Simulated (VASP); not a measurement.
The input files of a VASP run:

POSCAR:
```
AuZn
1
    3.1947300000     0.0000000000     0.0000000000
    0.0000000000     3.1947300000     0.0000000000
    0.0000000000     0.0000000000     3.1947300000
Zn Au
1 1
Direct
  0.5000000000   0.5000000000   0.5000000000
  0.0000000000   0.0000000000   0.0000000000
```

INCAR:
```
! general
SYSTEM  = AuZn
PREC    = Accurate
ENCUT   = 300
LREAL   = .FALSE.
LASPH   = .TRUE.   ! aspherical one-centre terms

! electronic loop
EDIFF   = 1E-6   ! SCF stop (eV)
NELM    = 100
ALGO    = Normal   ! blocked Davidson
LMAXMIX = 6

! smearing
ISMEAR  = 1   ! Methfessel-Paxton
SIGMA   = 0.272   ! width (eV)

! ions
IBRION  = 2   ! conjugate gradients
NSW     = 50   ! most ionic steps
ISIF    = 3   ! ions, shape and volume
EDIFFG  = -0.01

! output
LWAVE   = .FALSE.
LCHARG  = .FALSE.
```

File KPOINTS:
```
K-points
0
gamma
7 7 7
0 0 0
```

POTCAR, in this order: Zn Au (LDA.64 set). Program: vasp_std.

Problem. Write an equivalent input for Quantum ESPRESSO's pw.x.

Solution. One equivalent input (not run):
```
&CONTROL
  calculation = 'vc-relax'
  pseudo_dir = './pseudo'
  outdir = './out'
  tprnfor = .true.
  tstress = .true.
  nstep = 50
  forc_conv_thr = 0.00039
/
&SYSTEM
  ibrav = 0
  nat = 2
  ntyp = 2
  ecutwfc = 84
  occupations = 'smearing'
  smearing = 'methfessel-paxton'
  degauss = 0.01999
  input_dft = 'pz'
/
&ELECTRONS
  conv_thr = 7.3e-08
  electron_maxstep = 100
/
&IONS
/
&CELL
/
ATOMIC_SPECIES
  Zn 65.380 Zn.upf
  Au 196.967 Au.upf
CELL_PARAMETERS angstrom
     3.1947300    0.0000000    0.0000000
     0.0000000    3.1947300    0.0000000
     0.0000000    0.0000000    3.1947300
ATOMIC_POSITIONS crystal
  Zn   0.5000000  0.5000000  0.5000000
  Au   0.0000000  0.0000000  0.0000000
K_POINTS automatic
  7 7 7 0 0 0
```
The two are equivalent in intent, not identical: the potentials are each code's own (VASP's PAW set, PseudoDojo norm-conserving files in pw.x), so ENCUT and ecutwfc are chosen apart and not converted; conv_thr bounds pw.x's estimated SCF error, while EDIFF bounds the energy change between steps; forc_conv_thr acts on force components and is met together with etot_conv_thr.

The structure is a typed AuZn crystal. This run relaxes it. Symmetry was kept, so distortions that lower it aren't found. The run is one of a series of settings (EDIFFG = -0.01, IBRION = 2, ISIF = 3, NSW = 50 against the base run), some of them coarse on purpose.
